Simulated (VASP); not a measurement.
Data:

```
CELL_PARAMETERS angstrom
      0.00000     1.93421     1.93421
      1.93421     0.00000     1.93421
      1.93421     1.93421     0.00000
ATOMIC_POSITIONS crystal
  Rh 0.00000 0.00000 0.00000
```

These are r2SCAN+rVV10, VASP's PBE PAW potentials (set 64) (plane waves; VASP) values and carry that method's errors. Run with 520 eV cut-off, 16×16×16 Γ-centred mesh, first-order Methfessel-Paxton smearing of 0.10 eV, potentials Rh_pv.

Problem. What does the run give for the energy per atom (σ→0), pressure, band gap (on the k-mesh) with the smallest direct gap where there is one?

Solution. 
```json
{
 "band gap (on the k-mesh)": "none (metal, semimetal or under 0.01 eV)",
 "energy per atom (σ→0)": "-23.801 eV/atom",
 "pressure": "-14.54 GPa"
}
```

Total energies compare only between runs with the same potentials, cut-off and functional.

The compound is Rh in the fcc structure. This cell is one point of a volume scan, at 1.06 of the reference volume.
